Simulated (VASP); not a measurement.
Runs of VASP 6.6.1 on V. The structure is cubic, space group Im-3m (No. 229). The conventional cell has a = 3.026 Å, b = 3.026 Å, c = 3.026 Å, α = 90.00°, β = 90.00°, γ = 90.00°. Around V (site symmetry m-3m) lie 8 V at 2.62 Å. 

| task | level | potentials or basis | cell | k mesh | cutoff (eV) | mesh quality | gap on the mesh (eV) | pressure (GPa) | relaxed volume (Å³/atom) |
| --- | --- | --- | --- | --- | --- | --- | --- | --- | --- |
| relaxation of cell and atoms | PBEsol | VASP PAW PBE potentials, release 64 (V_sv) | relaxed | 8 × 8 × 8 | 600 | coarse | none | 0.0 | 12.86 |
| relaxation of cell and atoms | PBEsol | VASP PAW PBE potentials, release 64 (V_sv) | relaxed | 20 × 20 × 20 | 600 | not flagged | none | 0.0 | 12.96 |
| single point | PBEsol | VASP PAW PBE potentials, release 64 (V_sv) | as given | 20 × 20 × 20 | 520 | not flagged | none | -11.5 | - |
| relaxation of cell and atoms | PBE | VASP PAW PBE potentials, release 64 (V_sv) | relaxed | 20 × 20 × 20 | 600 | not flagged | none | 0.0 | (b) |
| relaxation of cell and atoms | LDA | VASP PAW LDA potentials, release 64 (V_sv) | relaxed | 20 × 20 × 20 | 600 | not flagged | none | -0.1 | 12.56 |
| relaxation of cell and atoms | PBE+D3(BJ) | VASP PAW PBE potentials, release 64 (V_sv) | relaxed | 20 × 20 × 20 | 600 | not flagged | none | 0.0 | 12.86 |
| relaxation of cell and atoms | PBEsol | VASP PAW PBE potentials, release 64 (V_sv) | relaxed | 20 × 20 × 20 | 480 | not flagged | none | 0.0 | 12.96 |
| relaxation of cell and atoms | PBEsol | VASP PAW PBE potentials, release 64 (V) | relaxed | 20 × 20 × 20 | 580 | not flagged | none | -0.1 | (a) |
| relaxation of cell and atoms | RPBE | VASP PAW PBE potentials, release 64 (V_sv) | relaxed | 20 × 20 × 20 | 600 | not flagged | none | 0.0 | 13.80 |

Alike in all rows: no spin polarisation; smearing gaussian 0.1 eV.

Question: Estimate the missing entries.

Answer: (a) 12.76; (b) 13.47.

Caveats: some runs use coarse meshes; the PAW data sets were made with another functional, which shifts forces and pressure a little (some runs); pairwise dispersion overbinds metals, which lowers pressure and volume (some runs).

A k mesh can miss the band edges.

A gap of «none» marks a metal or a gap under the smearing width.

Not every run made on this cell is shown here.
